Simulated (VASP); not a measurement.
# Na4Hg (Pm-3m) in VASP: relaxation of cell and atoms with PBE

Aim: the relaxation of cell and atoms of Na4Hg with PBE.

Program: VASP 6.6.1. These are calculated values, not measurements. Logs are shortened: lines on timing, memory, paths and dates and some standing lists are left out, and cuts for length are marked.

### Step 1. The cell of the first run

The structure is cubic, space group Pm-3m (No. 221). The conventional cell has a = 5.076 Å, b = 5.076 Å, c = 5.076 Å, α = 90.00°, β = 90.00°, γ = 90.00°. Na (site symmetry m-3m) has 12 Na at 3.59 Å as nearest neighbours. Na (site symmetry 4/mmm) has 2 Hg at 2.54 Å as nearest neighbours. Hg (site symmetry m-3m) is surrounded by 6 Na at 2.54 Å.

The cell was built by a generator and needn't be a form met in nature.

### Step 2. Relaxation of cell and atoms, PBE (random cell by space group and Wyckoff sites (Pm-3m, No. 221))

INCAR

```
SYSTEM = Na4Hg
  PREC = Accurate
  ENCUT = 600
  EDIFF = 1E-6
  ISMEAR = 0
  SIGMA = 0.1
  LREAL = .False.
  LASPH = .True.
  NELM = 100
  ALGO = Normal
  ISIF = 3
  LWAVE = .False.
  LCHARG = .False.
  GGA = PE
  IBRION = 2
  NSW = 90
  EDIFFG = -0.04
```

KPOINTS

```
regular mesh
0
Gamma
  4 4 4
  0 0 0
```

POSCAR

```
Na4Hg
1.0
    5.0755792600      0.0000000000      0.0000000000
    0.0000000000      5.0755792600      0.0000000000
    0.0000000000      0.0000000000      5.0755792600
Na Hg
4 1
Direct
    0.0000000000      0.0000000000      0.0000000000
    0.0000000000      0.5000000000      0.5000000000
    0.5000000000      0.0000000000      0.5000000000
    0.5000000000      0.5000000000      0.0000000000
    0.5000000000      0.5000000000      0.5000000000
```

Potentials or basis: VASP PAW PBE potentials, release 64 (Na_pv, Hg).

On the command line:

```sh
$ cat potpaw_PBE.64/Na_pv/POTCAR potpaw_PBE.64/Hg/POTCAR > POTCAR
$ mpirun -np 1 vasp_std > vasp.out
```

OUTCAR:

```text
SYSTEM = Na4Hg
   PREC = Accurate
   ENCUT = 600
   EDIFF = 1E-6
   ISMEAR = 0
   LREAL = .False.
   LASPH = .True.
   NELM = 100
   ISIF = 3
   GGA = PE
   IBRION = 2
   NSW = 90
   EDIFFG = -0.04

 ion  position               nearest neighbor table
   1  0.000  0.000  0.000-
   2  0.000  0.500  0.500-   5 2.54   5 2.54
   3  0.500  0.000  0.500-   5 2.54   5 2.54
   4  0.500  0.500  0.000-   5 2.54   5 2.54
   5  0.500  0.500  0.500-   2 2.54   3 2.54   4 2.54   4 2.54   3 2.54   2 2.54

  LATTYP: Found a simple cubic cell.
 ALAT       =     5.0755792600

  Lattice vectors:

 A1 = (   5.0755792600,   0.0000000000,   0.0000000000)
 A2 = (   0.0000000000,   5.0755792600,   0.0000000000)
 A3 = (   0.0000000000,   0.0000000000,   5.0755792600)

Analysis of symmetry for initial positions (statically):
=====================================================================
 Subroutine PRICEL returns:
 Original cell was already a primitive cell.

 Routine SETGRP: Setting up the symmetry group for a
 simple cubic supercell.

 Subroutine GETGRP returns: Found 48 space group operations
 (whereof 48 operations were pure point group operations)
 out of a pool of 48 trial point group operations.

The static configuration has the point symmetry O_h .

Analysis of symmetry for dynamics (positions and initial velocities):
=====================================================================
 Subroutine PRICEL returns:
 Original cell was already a primitive cell.

 Routine SETGRP: Setting up the symmetry group for a
 simple cubic supercell.

 Subroutine GETGRP returns: Found 48 space group operations
 (whereof 48 operations were pure point group operations)
 out of a pool of 48 trial point group operations.

The dynamic configuration has the point symmetry O_h .

 Subroutine INISYM returns: Found 48 space group operations
 (whereof 48 operations are pure point group operations),
 and found     1 'primitive' translations

----------------------------------------------------------------------------------------

                                     Primitive cell

  volume of cell :     130.7546

  direct lattice vectors                    reciprocal lattice vectors
     5.075579260  0.000000000  0.000000000     0.197021847  0.000000000  0.000000000
     0.000000000  5.075579260  0.000000000     0.000000000  0.197021847  0.000000000
     0.000000000  0.000000000  5.075579260     0.000000000  0.000000000  0.197021847

  length of vectors
     5.075579260  5.075579260  5.075579260     0.197021847  0.197021847  0.197021847

  position of ions in fractional coordinates (direct lattice)
     0.000000000  0.000000000  0.000000000
     0.000000000  0.500000000  0.500000000
     0.500000000  0.000000000  0.500000000
     0.500000000  0.500000000  0.000000000
     0.500000000  0.500000000  0.500000000

  ion indices of the primitive-cell ions
   primitive index   ion index
                 1           1
                 2           2
                 3           3
                 4           4
                 5           5

----------------------------------------------------------------------------------------

 KPOINTS: regular mesh

Automatic generation of k-mesh.
 Grid dimensions read from file:
 generate k-points for:    4    4    4

 Generating k-lattice:

  Cartesian coordinates                     Fractional coordinates (reciprocal lattice)
     0.049255462  0.000000000  0.000000000     0.250000000  0.000000000  0.000000000
     0.000000000  0.049255462  0.000000000     0.000000000  0.250000000  0.000000000
     0.000000000  0.000000000  0.049255462     0.000000000  0.000000000  0.250000000

  Length of vectors
     0.049255462  0.049255462  0.049255462

  Shift w.r.t. Gamma in fractional coordinates (k-lattice)
     0.000000000  0.000000000  0.000000000

 Subroutine IBZKPT returns following result:
 ===========================================

 Found     10 irreducible k-points:

 Following reciprocal coordinates:
            Coordinates               Weight
  0.000000  0.000000  0.000000      1.000000
  0.250000  0.000000  0.000000      6.000000
  0.500000  0.000000  0.000000      3.000000
  0.250000  0.250000  0.000000     12.000000
  0.500000  0.250000  0.000000     12.000000
  0.500000  0.500000  0.000000      3.000000
  0.250000  0.250000  0.250000      8.000000
  0.500000  0.250000  0.250000     12.000000
  0.500000  0.500000  0.250000      6.000000
  0.500000  0.500000  0.500000      1.000000
   k-points           NKPTS =     10   k-points in BZ     NKDIM =     10   number of bands    NBANDS=     24
   number of dos      NEDOS =    301   number of ions     NIONS =      5
   total plane-waves  NPLWV =  74088
   dimension x,y,z NGX =    42 NGY =   42 NGZ =   42
   dimension x,y,z NGXF=    84 NGYF=   84 NGZF=   84
   ions per type =               4   1
   NGX,Y,Z   is equivalent  to a cutoff of  13.76, 13.76, 13.76 a.u.
   NGXF,Y,Z  is equivalent  to a cutoff of  27.51, 27.51, 27.51 a.u.
 SYSTEM =  Na4Hg
   PREC   = accura    normal or accurate (medium, high low for compatibility)
   ISTART =      0    job   : 0-new  1-cont  2-samecut
   ICHARG =      2    charge: 1-file 2-atom 10-const
   ISPIN  =      1    spin polarized calculation?
   LNONCOLLINEAR =      F non collinear calculations
   LSORBIT =      F    spin-orbit coupling
   LASPH  =      T    aspherical Exc in radial PAW
   ENCUT  =  600.0 eV  44.10 Ry    6.64 a.u.  10.14 10.14 10.14*2*pi/ulx,y,z
   NELM   =    100;   NELMIN=  2; NELMDL= -5     # of ELM steps
   EDIFF  = 0.1E-05   stopping-criterion for ELM
   LREAL  =      F    real-space projection
   EDIFFG = -.4E-01   stopping-criterion for IOM
   NSW    =     90    number of steps for IOM
   IBRION =      2    ionic relax: 0-MD 1-quasi-New 2-CG
   NFREE  =      1    steps in history (QN), initial steepest desc. (CG)
   ISIF   =      3    stress and relaxation
   ISYM   =      2    0-nonsym 1-usesym 2-fastsym
   POTIM  = 0.5000    time-step for ionic-motion
   TEBEG  =    0.0;   TEEND  =   0.0 temperature during run
   PSTRESS=    0.0 pullay stress
   NELECT =      40.0000    total number of electrons
   NUPDOWN=      -1.0000    fix difference up-down
   EMIN   =  10.00;   EMAX   =-10.00  energy-range for DOS
   EFERMI =   0.00;   METHOD = LEGACY
   ISMEAR =     0;   SIGMA  =   0.10  broadening in eV -4-tet -1-fermi 0-gaus
   EFERMI_NEDOS =   21; number of points for ismear=-14 and -15
   IALGO  =     38    algorithm
   IMIX   =      4    mixing-type and parameters
     AMIX     =   0.40;   BMIX     =  1.00
     AMIX_MAG =   1.60;   BMIX_MAG =  1.00
  volume/ion in A,a.u.               =      26.15       176.48
  Fermi-wavevector in a.u.,A,eV,Ry     =   1.103086  2.084530 16.555540  1.216798
  Thomas-Fermi vector in A             =   2.239538
   LORBIT       =      0    0 simple, 1 ext, 2 COOP (PROOUT), +10 PAW based schemes
   GGA     = PE    functional components
   LHFCALC =     F    Hartree Fock is set to
   AEXX    =    0.0000 exact exchange contribution
   IVDW    =     0    specifies the selected vdW correction
   LEPSILON=     F    determine dielectric tensor
   LRPA    =     F    only Hartree local field effects (RPA)
 conjugate gradient relaxation of ions
 non-spin polarized calculation
 Gauss-broadening in eV      SIGMA  =   0.10
  energy-cutoff  :      600.00
  volume of cell :      130.75
 maximum number of plane-waves:      4416
 NGX is ok and might be reduce to    42
   NGX = 21   NGY = 21   NGZ = 21

--------------------------------------- Ionic step        1  -------------------------------------------

 number of electron      40.0000038 magnetization

 Free energy of the ion-electron system (eV)
  ---------------------------------------------------
  ext. energy  EPLUGINS =         0.00000000
  ---------------------------------------------------
  free energy    TOTEN  =        -3.93425550 eV

  energy without entropy =       -3.92635204  energy(sigma->0) =       -3.93030377

------------------------ aborting loop because EDIFF is reached ----------------------------------------

  FORCE on cell =-STRESS in cart. coord.  units (eV):
  Direction    XX          YY          ZZ          XY          YZ          ZX
  --------------------------------------------------------------------------------------
  -------------------------------------------------------------------------------------
  Total        8.5347231      8.5347231      8.5347231      0.0000000      0.0000000     -0.0000000
  in kB      104.5786844    104.5786844    104.5786844      0.0000000      0.0000000     -0.0000000
  external PRESSURE =     104.5786844 kB  Pullay stress =       0.0000000 kB
[... 63 lines left out ...]
  energy  without entropy=       -5.2340749628  energy(sigma->0) =       -5.23837039

--------------------------------------- Ionic step        3  -------------------------------------------

 number of electron      39.9999982 magnetization

 E-fermi :   0.1475     XC(G=0):  -6.7674

 val. band max:        0.0710621453   @ k =   0.2500   0.2500   0.2500
 cond. band min:       0.2625541590   @ k =   0.5000   0.5000   0.2500
 fundamental gap:      0.1914920137
 Fermi energy:         0.1475348225

 k-point     1 :       0.0000    0.0000    0.0000
  band No.  band energies     occupation
      1     -25.0079      2.00000
      2     -25.0079      2.00000
      3     -25.0079      2.00000
      4     -24.3409      2.00000
      5     -24.3409      2.00000
      6     -24.3409      2.00000
[... 334 lines left out ...]
  energy  without entropy=       -5.3604682246  energy(sigma->0) =       -5.36703874

--------------------------------------- Ionic step        5  -------------------------------------------

 number of electron      40.0000067 magnetization

 Free energy of the ion-electron system (eV)
  ---------------------------------------------------
  ext. energy  EPLUGINS =         0.00000000
  ---------------------------------------------------
  free energy    TOTEN  =        -5.50053161 eV

  energy without entropy =       -5.48960713  energy(sigma->0) =       -5.49506937

 E-fermi :  -0.0819     XC(G=0):  -6.5168

 val. band max:       -0.1539183149   @ k =   0.2500   0.2500   0.2500
 cond. band min:       0.0135772523   @ k =   0.5000   0.5000   0.2500
 fundamental gap:      0.1674955671
 Fermi energy:        -0.0818685837

 k-point     1 :       0.0000    0.0000    0.0000
  band No.  band energies     occupation
      1     -25.3429      2.00000
      2     -25.3429      2.00000
      3     -25.3429      2.00000
      4     -24.6688      2.00000
      5     -24.6688      2.00000
      6     -24.6688      2.00000
[... 291 lines left out ...]
  FREE ENERGIE OF THE ION-ELECTRON SYSTEM (eV)
  ---------------------------------------------------
  free  energy   TOTEN  =        -5.5005316059 eV

  energy  without entropy=       -5.4896071308  energy(sigma->0) =       -5.49506937

 reached required accuracy - stopping structural energy minimisation
```

Run time: 2 min. Hardware: 1 thread of Intel Xeon Platinum 8488C (Sapphire Rapids), shared host; peak memory 0.27 GiB.

Results:

| Property | Result |
| --- | --- |
| Free energy | -5.5005 eV |
| Relaxed volume | 40.70 Å³/atom |
| Relaxed cell | a = 5.882 Å, b = 5.882 Å, c = 5.882 Å, α = 90.00°, β = 90.00°, γ = 90.00° |
| Space group after relaxing (to 0.05 Å) | Pm-3m (No. 221) |
| Energy gained by relaxing | 313.3 meV/atom |
| Ionic steps | 5 |
| Pressure after relaxing | -0.2 GPa |
| Band gap on the k mesh | none (metal or under the smearing width) |

The path:
```tsv
step	energy change (eV)	largest force (eV/Å)	pressure (GPa)	volume (Å³)
1	0.0000	0.0000	10.46	130.75
2	-1.3084	0.0000	2.84	165.79
3	-1.5334	0.0000	0.85	186.51
4	-1.4394	0.0000	-1.09	232.98
5	-1.5663	0.0000	-0.15	203.52
```

Final structure:
```
CELL_PARAMETERS angstrom
5.88219 0.00000 0.00000
0.00000 5.88219 0.00000
0.00000 0.00000 5.88219
ATOMIC_POSITIONS crystal
Na 0.00000 0.00000 0.00000
Na 0.00000 0.50000 0.50000
Na 0.50000 0.00000 0.50000
Na 0.50000 0.50000 0.00000
Hg 0.50000 0.50000 0.50000
```

Caveat: the volume moved by over 15 % at a fixed basis, so the end points are rough. The run has no spin-orbit coupling, so splittings on Hg are missing.
